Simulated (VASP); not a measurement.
Input:

```
AlSr12Ti11O36
1.0
    7.89216     0.00000     0.00000
    0.00000     7.89216     0.00000
    0.00000     0.00000    11.83823
Sr Ti O Al
12 11 36 1
Cartesian
  0.08312   0.10694  11.80621
  0.00774   0.06642   3.95619
  7.86731   0.00091   7.78136
  0.09292   3.90276  11.79394
  0.03832   3.93489   4.00300
  7.88352   4.00429   7.74789
  3.86364   0.10871  11.79979
  3.91533   0.05852   3.94888
  3.96090   7.88376   7.79262
  3.85809   3.90250  11.78902
  3.88957   3.93973   3.97611
  3.93263   4.01206   7.78373
  1.98203   2.10201   1.98027
  1.98841   2.05990   9.67247
  1.96616   6.03590   1.86234
  1.92793   5.95105   5.83123
  1.97581   6.03618   9.74505
  5.92662   2.09917   1.85883
  5.91119   2.04546   5.79694
  5.93949   2.07461   9.72283
  5.91353   6.04171   1.83610
  5.86199   6.01349   5.80405
  5.92420   6.04879   9.71990
  1.96562   7.87556   1.95093
  7.88249   1.87097   2.04089
  1.96676   1.96541   0.06167
  2.01860   7.88815   5.99864
  0.03672   1.96062   5.92591
  1.98588   1.98650   4.00983
  1.96135   0.00707   9.98513
  0.00240   1.90321  10.01969
  1.99329   1.98715   7.83205
  1.96691   3.93008   1.95427
  0.00354   5.81994   2.08157
  1.97523   5.86908   0.01269
  1.95727   3.90399   5.98459
  7.88740   5.88839   5.98943
  1.97966   5.90607   3.97697
  1.96225   3.90611   9.96310
  0.00803   5.81981   9.86427
  1.98293   5.91020   7.91387
  5.91716   7.85699   2.11800
  3.94339   1.87233   2.02250
  5.89578   1.94840   0.00020
  5.98152   7.88136   6.01397
  3.94371   1.89486   5.91023
  5.90786   1.94129   3.95078
  5.90219   7.88006   9.89969
  3.92740   1.90377  10.00260
  5.91367   1.93888   7.88992
  5.91284   3.90503   2.11451
  3.94179   5.81652   2.08038
  5.92422   5.89864  11.83185
  5.90756   3.92937   6.01238
  3.95643   5.81874   5.98609
  5.92535   5.90765   3.99766
  5.89755   3.89751   9.90770
  3.92907   5.81640   9.86654
  5.91981   5.90443   7.91517
  2.00480   1.95220   5.88158
```
Cell charge -2.

The numbers are results of PBE GGA, VASP's PBE PAW potentials (set 64) (plane waves; VASP 6.6.1), not measurements. Numerical set-up: PREC = Normal, LREAL = Auto, ISYM = 0, NELECT = 385.0, EDIFF = 1E-5, 400 eV cut-off, 1×1×1 Γ-centred mesh, Gaussian smearing of 0.050 eV, potentials Sr_sv Ti O Al. Starting moments (MAGMOM): 60*0.0167. The cell's moment is fixed (NUPDOWN = 1).

The cell is charged, with a uniform compensating background. The supercell is sampled at Γ alone, which is coarse: total energies, pressure and levels can be off, energies of defects by several tenths of an eV.

Q: The ions are relaxed. Which structure does the run end with?

A: 
```
AlSr12Ti11O36
1.0
    7.89216     0.00000     0.00000
    0.00000     7.89216     0.00000
    0.00000     0.00000    11.83823
Sr Ti O Al
12 11 36 1
Cartesian
  0.06731   0.07235  11.70555
  0.09145   0.09978   3.86907
  0.01247   0.00762   7.76908
  0.06700   3.99480  11.68060
  0.10546   3.93224   3.90387
  0.03277   3.95892   7.76981
  3.99356   0.07656  11.69877
  3.93227   0.10710   3.90055
  3.96391   0.02361   7.75778
  3.99215   3.99159  11.66887
  3.91324   3.92681   3.92087
  3.93600   3.93701   7.75986
  2.05685   2.06309   1.90275
  1.99078   1.98591   9.67306
  2.06101   5.99526   1.85995
  2.02973   5.95177   5.80663
  1.99731   5.94840   9.72815
  5.99015   2.07511   1.86373
  5.94762   2.03951   5.80989
  5.94613   1.98814   9.72699
  5.99976   5.99702   1.87396
  5.97566   5.98084   5.78912
  5.94381   5.94967   9.73928
  1.83475   7.84698   2.03278
  7.84334   1.87760   2.05450
  1.97491   1.99982   0.06278
  1.94358   7.87849   5.93318
  7.87825   1.93587   5.93521
  1.96127   1.95244   4.01318
  1.98862   0.01918   9.98662
  0.01899   1.98786   9.96496
  1.95095   1.93924   7.81659
  1.86867   3.91853   2.07989
  7.84421   5.80336   2.10021
  1.96129   5.86474   0.04443
  1.93314   3.91765   5.95392
  7.85539   5.85296   6.04125
  1.93733   5.90422   3.98193
  1.98650   3.94601   9.91146
  0.00771   5.94023   9.99657
  1.92987   5.94953   7.90609
  5.82697   7.84732   2.08793
  3.91276   1.83669   2.05693
  5.89152   1.99294   0.04475
  5.85217   7.85462   6.00299
  3.92020   1.94177   5.95572
  5.89184   1.95560   3.98296
  5.93879   0.00895  10.04124
  3.94648   1.98727   9.93441
  5.93374   1.88164   7.90626
  5.78179   3.90502   2.10797
  3.89747   5.83669   2.10733
  5.88856   5.85724   0.06488
  5.86660   3.92185   6.09562
  3.92318   5.84733   6.05804
  5.87450   5.85255   3.99550
  5.93729   3.94754   9.93980
  3.94729   5.93968   9.97991
  5.91085   5.96426   7.92537
  1.99176   1.99142   5.85640
```
Cell charge -2. The cell ends with 1.00 μB, on the first 30 sites 0.00 0.00 0.00 0.00 0.00 0.00 0.00 0.00 0.00 0.00 0.00 0.00 0.00 0.29 0.00 0.00 0.27 0.00 0.00 0.27 0.00 0.00 0.26 0.00 0.00 0.00 0.00 0.00 0.00 -0.02 μB.

Q: How much energy does the relaxation gain?

A: The energy (σ→0) changes by -13.4 meV/atom, in 63 ionic steps.

The cell is a supercell with a defect, built from SrTiO3 (cubic perovskite, the ideal cubic form; the compound distorts at low or room temperature): Al_Ti, charge -2.
